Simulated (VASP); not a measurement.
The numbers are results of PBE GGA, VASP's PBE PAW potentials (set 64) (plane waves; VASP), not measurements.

Input for VASP

File KPOINTS:
```
Automatic
0
Gamma
 13 13 13
```

POSCAR:
```
MoSe
1
    0.0000000000     2.8222898104     2.8222898104
    2.8222898104     0.0000000000     2.8222898104
    2.8222898104     2.8222898104     0.0000000000
Mo Se
1 1
Direct
  0.0000000000   0.0000000000   0.0000000000
  0.2500000000   0.2500000000   0.2500000000
```

### INCAR
```
# general
SYSTEM  = MoSe
PREC    = Accurate
ENCUT   = 400
LREAL   = .False.
LASPH   = .True.

# electronic loop
EDIFF   = 1E-7
NELM    = 100
ALGO    = Normal
LMAXMIX = 4

# smearing
ISMEAR  = -5

# functional
GGA     = PE

# ions
ISIF    = 2

# output
LWAVE   = .False.
LCHARG  = .True.
LORBIT  = 11
NEDOS   = 601
```

POTCAR, in this order: Mo_sv Se (PBE.64 set). Program: vasp_std.

Output

**OSZICAR**
```
       N       E                     dE             d eps       ncg     rms          rms(c)
DAV:   1     0.109175941161E+03    0.10918E+03   -0.93898E+03  2496   0.110E+03
DAV:   2    -0.105717232368E+02   -0.11975E+03   -0.11803E+03  2946   0.299E+02
DAV:   3    -0.138429858371E+02   -0.32713E+01   -0.32261E+01  2940   0.457E+01
DAV:   4    -0.138659860032E+02   -0.23000E-01   -0.22980E-01  2628   0.410E+00
DAV:   5    -0.138661652893E+02   -0.17929E-03   -0.17928E-03  2910   0.353E-01    0.128E+01
DAV:   6    -0.135011473074E+02    0.36502E+00   -0.24033E+00  2400   0.114E+01    0.478E+00
DAV:   7    -0.134766586201E+02    0.24489E-01   -0.16688E-01  2400   0.339E+00    0.331E+00
DAV:   8    -0.134714132593E+02    0.52454E-02   -0.15125E-02  2844   0.118E+00    0.201E-01
DAV:   9    -0.134715483597E+02   -0.13510E-03   -0.43548E-04  2826   0.166E-01    0.124E-01
DAV:  10    -0.134716724664E+02   -0.12411E-03   -0.15079E-04  2754   0.872E-02    0.115E-02
DAV:  11    -0.134716660931E+02    0.63733E-05   -0.37820E-06  2976   0.145E-02    0.626E-03
DAV:  12    -0.134716644504E+02    0.16427E-05   -0.45839E-06  2604   0.112E-02    0.284E-03
DAV:  13    -0.134716649559E+02   -0.50543E-06   -0.33018E-07  2802   0.335E-03    0.134E-03
DAV:  14    -0.134716647580E+02    0.19786E-06   -0.78690E-08  2136   0.184E-03    0.283E-04
DAV:  15    -0.134716647857E+02   -0.27688E-07   -0.17729E-09  1212   0.314E-04
   1 F= -.13471665E+02 E0= -.13471665E+02  d E =0.000000E+00
```

OUTCAR:
```
------------------------ aborting loop because EDIFF is reached ----------------------------------------
  FORCE on cell =-STRESS in cart. coord.  units (eV):
  Direction    XX          YY          ZZ          XY          YZ          ZX
  --------------------------------------------------------------------------------------
  Total       -0.0022010     -0.0022010     -0.0022010      0.0000000      0.0000000      0.0000000
  in kB       -0.0784330     -0.0784330     -0.0784330      0.0000000      0.0000000      0.0000000
  external PRESSURE =      -0.0784330 kB  Pullay stress =       0.0000000 kB
  volume of cell :       44.96
      direct lattice vectors                 reciprocal lattice vectors
     0.000000000  2.822289810  2.822289810    -0.177161112  0.177161112  0.177161112
     2.822289810  0.000000000  2.822289810     0.177161112 -0.177161112  0.177161112
     2.822289810  2.822289810  0.000000000     0.177161112  0.177161112 -0.177161112
 POSITION                                       TOTAL-FORCE (eV/Angst)
 -----------------------------------------------------------------------------------
      0.00000      0.00000      0.00000         0.000000      0.000000      0.000000
      1.41114      1.41114      1.41114        -0.000000     -0.000000     -0.000000
 -----------------------------------------------------------------------------------
    total drift:                               -0.000000     -0.000000     -0.000000
  FREE ENERGIE OF THE ION-ELECTRON SYSTEM (eV)
  ---------------------------------------------------
  free  energy   TOTEN  =       -13.4716647857 eV

  energy  without entropy=      -13.4716647857  energy(sigma->0) =      -13.47166479

 total charge

# of ion       s       p       d       tot
------------------------------------------
    1        2.250   6.100   4.135  12.484
    2        1.429   2.411   0.140   3.981
--------------------------------------------------
tot          3.678   8.512   4.275  16.465
```
(Selected blocks of OUTCAR.)

For a metal the tetrahedron method with Blöchl corrections gives inexact stress and forces.

The structure was generated: MoSe was put into the zinc blende type (F-43m), which need not be its known phase. It was relaxed first, which changed the volume by -29 %.
